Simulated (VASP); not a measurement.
Input:

```
CaS
1.0
    0.00000     2.83109     2.83109
    2.83109     0.00000     2.83109
    2.83109     2.83109     0.00000
Ca S
1 1
Direct
  0.00000   0.00000   0.00000
  0.50000   0.50000   0.50000
```

Calculation: PBE GGA with D4 dispersion, VASP's PBE PAW potentials (set 64) (plane waves; VASP). Settings: 520 eV cut-off, Gaussian smearing of 0.050 eV, potentials Ca_sv S.

Question: Give the energies of bands 6 to 11 at the high-symmetry points, in eV from the valence-band maximum.

Answer: 
| band | Γ | X | U | L | W |
|---|---|---|---|---|---|
| 6 | 0.00 | -2.31 | -2.07 | -3.15 | -1.81 |
| 7 | 0.00 | -0.82 | -1.91 | -1.19 | -1.81 |
| 8 | 0.00 | -0.82 | -1.04 | -1.19 | -1.58 |
| 9 | 4.16 | 2.32 | 3.67 | 5.25 | 4.84 |
| 10 | 4.16 | 5.64 | 6.37 | 6.12 | 4.84 |
| 11 | 4.16 | 6.11 | 6.49 | 6.25 | 6.05 |

The gap is indirect, 2.32 eV, from the valence maximum at Γ to the conduction minimum at X.

Measured: gap 4.43 eV (computed value off by -2.11 eV), as given by David Waroquiers et al., Physical Review B (2013), arXiv:1302.6756.

The compound is CaS in the rock salt structure. It was relaxed first.
